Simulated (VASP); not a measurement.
Set up this calculation in VASP 6.6.1, as the native input.

* Task: single point
* Functional: BLYP
* Dispersion: D4
* Potentials or basis: VASP PAW PBE potentials, release 64 (Br, Si)
* Cutoff: 520 eV
* k mesh: 1 × 1 × 1
* Occupations: gaussian, width 0.01 eV
* Spin: no spin polarisation
* Further INCAR settings: ALGO = Normal; EDIFF = 1e-07

The structure of Br2Si lies in POSCAR:

```
SiBr2
1.0
   11.0000000000      0.0000000000      0.0000000000
    0.0000000000     13.0000000000      0.0000000000
    0.0000000000      0.0000000000     11.0000000000
Br Si
2 1
Cartesian
    6.3855500500      8.0883500100      6.0576499500
    5.1944500300      4.9536500000      5.0789500300
    4.6404499900      7.1319500200      5.0103499600
```

These files were run (other wordings do the same):

INCAR

```
SYSTEM = SiBr2
PREC = Accurate
ENCUT = 520
EDIFF = 1E-7
ISMEAR = 0
SIGMA = 0.01
LREAL = .FALSE.
LASPH = .TRUE.
NELM = 60
ALGO = Normal
ISIF = 2
LWAVE = .FALSE.
LCHARG = .FALSE.
GGA = B5
ALDAX = 1.0
AGGAX = 1.0
AGGAC = 1.0
ALDAC = 0.0
IVDW = 13
VDW_S6 = 1.0
VDW_S8 = 2.34076671
VDW_A1 = 0.44488865
VDW_A2 = 4.0933009
```

KPOINTS

```
Automatic mesh
0
G
  1 1 1
  0 0 0
```

Potentials or basis: VASP PAW PBE potentials, release 64 (Br, Si).

Command:

```console
$ cat potpaw_PBE.64/Br/POTCAR potpaw_PBE.64/Si/POTCAR > POTCAR
$ mpirun -np 1 vasp_gam > vasp.out
```

Results of the run:

```
Largest force                   : 0.612 eV/Å
Gap between the frontier levels : 2.74 eV
Dispersion energy per atom      : -0.082 eV
```

Caveat: the PAW data sets were made with another functional, which shifts forces and pressure a little.

It took 12 min on 1 thread of Intel(R) Xeon(R) Platinum 8488C (Sapphire Rapids), with other jobs on the host, peak memory 1.1 GiB.
